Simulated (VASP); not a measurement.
Consider the following.

```yaml
crystal:
  lattice:
    - [0.00000, 2.10500, 2.10500]
    - [2.10500, 0.00000, 2.10500]
    - [2.10500, 2.10500, 0.00000]
  atoms:
    - { symbol: Mg, position: [0.00000, 0.00000, 0.00000] }
    - { symbol: O, position: [0.50000, 0.50000, 0.50000] }
```

Calculation: PBEsol GGA, VASP's PBE PAW potentials (set 64) (plane waves; VASP). Settings: PREC = Normal, EDIFF = 1E-5, 450 eV cut-off, 12×12×12 Γ-centred mesh, Gaussian smearing of 0.050 eV, potentials Mg O.

At this cut-off the stress carries a Pulay error, which pulls relaxed volumes low.

Question: What does the run give for the energy per atom (σ→0), pressure, band gap (on the k-mesh) with the smallest direct gap where there is one?

Answer: 
| Property | Value |
|---|---|
| band gap (on the k-mesh) | 4.65 eV |
| smallest direct gap (on the k-mesh) | 4.65 eV |
| energy per atom (σ→0) | -6.258 eV/atom |
| pressure | -1.12 GPa |

The absolute energy has meaning only against runs of the same code, potentials and settings.

The compound is MgO in the rock salt structure. The cell was not relaxed at this level.
